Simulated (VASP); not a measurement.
Level of theory: PBE GGA, VASP's PBE PAW potentials (set 64) (plane waves; VASP 6.6.1).

The input files of a VASP run:

**POSCAR**
```
CdF2
1.0
  0.0000000000   2.7489000000   2.7489000000
  2.7489000000   0.0000000000   2.7489000000
  2.7489000000   2.7489000000   0.0000000000
Cd F
1 2
Cart
  0.0000000000   0.0000000000   0.0000000000
  1.3744500000   1.3744500000   1.3744500000
  4.1233500000   4.1233500000   4.1233500000
```

**KPOINTS**
```
Automatic mesh
0
Gamma
6 6 6
0 0 0
```

### INCAR
```
ALGO = Normal
EDIFF = 1E-6
ENCUT = 520
GGA = PE
ISIF = 2
ISMEAR = 0
LASPH = .True.
LCHARG = .False.
LMAXMIX = 4
LREAL = .False.
LWAVE = .False.
NBANDS = 34
NELM = 100
PREC = Accurate
SIGMA = 0.05
SYSTEM = CdF2
```

POTCAR, in this order: Cd F (PBE.64 set). Program: vasp_std.

Output

OSZICAR:
```
       N       E                     dE             d eps       ncg     rms          rms(c)
DAV:   1     0.202436681972E+03    0.20244E+03   -0.13416E+04  1144   0.765E+02
DAV:   2    -0.345417894224E+01   -0.20589E+03   -0.18893E+03  1246   0.240E+02
DAV:   3    -0.126643742086E+02   -0.92102E+01   -0.91537E+01  1310   0.526E+01
DAV:   4    -0.127035769302E+02   -0.39203E-01   -0.39198E-01  1240   0.363E+00
DAV:   5    -0.127036831083E+02   -0.10618E-03   -0.10618E-03  1282   0.164E-01    0.973E+00
DAV:   6    -0.108770451816E+02    0.18266E+01   -0.16057E+00  1194   0.228E+01    0.749E+00
DAV:   7    -0.109298189846E+02   -0.52774E-01   -0.92822E-01  1236   0.488E+00    0.385E+00
DAV:   8    -0.109130996839E+02    0.16719E-01   -0.10299E-01  1202   0.195E+00    0.802E-01
DAV:   9    -0.109054345550E+02    0.76651E-02   -0.16060E-02  1184   0.126E+00    0.111E-01
DAV:  10    -0.109059854068E+02   -0.55085E-03   -0.26154E-03  1210   0.413E-01    0.156E-01
DAV:  11    -0.109060622803E+02   -0.76874E-04   -0.19610E-04  1192   0.109E-01    0.469E-02
DAV:  12    -0.109060843779E+02   -0.22098E-04   -0.59719E-05  1170   0.441E-02    0.164E-02
DAV:  13    -0.109060855614E+02   -0.11835E-05   -0.12548E-06  1246   0.120E-02    0.892E-03
DAV:  14    -0.109060854969E+02    0.64440E-07   -0.72178E-07  1034   0.919E-03
   1 F= -.10906085E+02 E0= -.10906085E+02  d E =-.718942E-15
```

**OUTCAR**
```
------------------------ aborting loop because EDIFF is reached ----------------------------------------
  FORCE on cell =-STRESS in cart. coord.  units (eV):
  Direction    XX          YY          ZZ          XY          YZ          ZX
  --------------------------------------------------------------------------------------
  Total       -0.0880079     -0.0880079     -0.0880079      0.0000000      0.0000000     -0.0000000
  in kB       -3.3941081     -3.3941081     -3.3941081      0.0000000      0.0000000     -0.0000000
  external PRESSURE =      -3.3941081 kB  Pullay stress =       0.0000000 kB
  volume of cell :       41.54
      direct lattice vectors                 reciprocal lattice vectors
     0.000000000  2.748900000  2.748900000    -0.181890938  0.181890938  0.181890938
     2.748900000  0.000000000  2.748900000     0.181890938 -0.181890938  0.181890938
     2.748900000  2.748900000  0.000000000     0.181890938  0.181890938 -0.181890938
 POSITION                                       TOTAL-FORCE (eV/Angst)
 -----------------------------------------------------------------------------------
      0.00000      0.00000      0.00000         0.000000      0.000000      0.000000
      1.37445      1.37445      1.37445         0.000000      0.000000      0.000000
      4.12335      4.12335      4.12335        -0.000000     -0.000000     -0.000000
 -----------------------------------------------------------------------------------
    total drift:                                0.000000     -0.000000      0.000000
  FREE ENERGIE OF THE ION-ELECTRON SYSTEM (eV)
  ---------------------------------------------------
  free  energy   TOTEN  =       -10.9060854969 eV

  energy  without entropy=      -10.9060854969  energy(sigma->0) =      -10.90608550
```
(Selected blocks of OUTCAR.)

The compound is CdF2 in the fluorite structure. The cell was not relaxed at this level. The run is one of a series of settings (NBANDS = 34 against the base run), some of them coarse on purpose.
